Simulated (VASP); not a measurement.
Write the native input for VASP 6.6.1 that does the following.

```
Task                   : single point
Functional             : r2SCAN
Potentials or basis    : VASP PAW PBE potentials, release 64 (Sm, F)
Cutoff                 : 520 eV
k mesh                 : 6 × 6 × 4
Occupations            : gaussian, width 0.05 eV
Spin                   : collinear spin, ferromagnetic start
Starting moments       : [5.0, 0.0, 0.0] μB
Hubbard terms          : Sm f U = 3 eV
Further INCAR settings : ALGO = Normal; EDIFF = 1e-07
```

The structure of SmF2 lies in POSCAR:

```
SmF2
1.0
    3.5639467600      0.0000000000      0.0000000000
   -1.7819733800      3.0864684300      0.0000000000
    0.0000000000      0.0000000000      5.7493858200
Sm F
1 2
Direct
    0.0000000000      0.0000000000      0.0000000000
    0.3333333333      0.6666666667      0.2520000000
    0.6666666667      0.3333333333      0.7480000000
```

The cell comes from a database or a generator and needn't be the stable form of this composition.

These files were run (other wordings do the same):

INCAR

```
SYSTEM = SmF2
PREC = Accurate ; ENCUT = 520
EDIFF = 1E-7 ; ISMEAR = 0
SIGMA = 0.05 ; LREAL = .FALSE.
LASPH = .TRUE. ; NELM = 150
ALGO = Normal ; ISIF = 2
LWAVE = .FALSE. ; LCHARG = .TRUE.
ISPIN = 2 ; MAGMOM = 5 0 0
LORBIT = 11 ; LMAXMIX = 6
LDAU = .TRUE. ; LDAUTYPE = 2
LDAUL = 3 -1 ; LDAUU = 3 0
LDAUJ = 0 0 ; LDAUPRINT = 1
METAGGA = R2SCAN ; LMIXTAU = .TRUE.
LELF = .TRUE. ; LVHAR = .TRUE.
```

KPOINTS

```
regular mesh
0
G
  6 6 4
  0 0 0
```

Potentials or basis: VASP PAW PBE potentials, release 64 (Sm, F).

The run is started by

```sh
$ cat potpaw_PBE.64/Sm/POTCAR potpaw_PBE.64/F/POTCAR > POTCAR
$ mpirun -np 1 vasp_std > vasp.out
```

It gave:

The pressure is -5.0 GPa, the largest force is 1.408 eV/Å and the band gap on the k mesh is none (metal or under the smearing width). The net moment is 6.00 μB per cell, the site moments are Sm +5.50; F -0.02 μB and the valence electrons inside the program's atomic spheres are Sm 13.66; F 6.09.

Caveat: the magnetic or orbital state may not be the lowest; the PAW data sets were made with another functional, which shifts forces and pressure a little; spin-orbit coupling is left out, which moves the levels of the heavy elements.

It took 11 min on 1 thread of Intel(R) Xeon(R) Platinum 8259CL CPU @ 2.50GHz (Skylake/Cascade Lake), with other jobs on the host, peak memory 0.27 GiB.
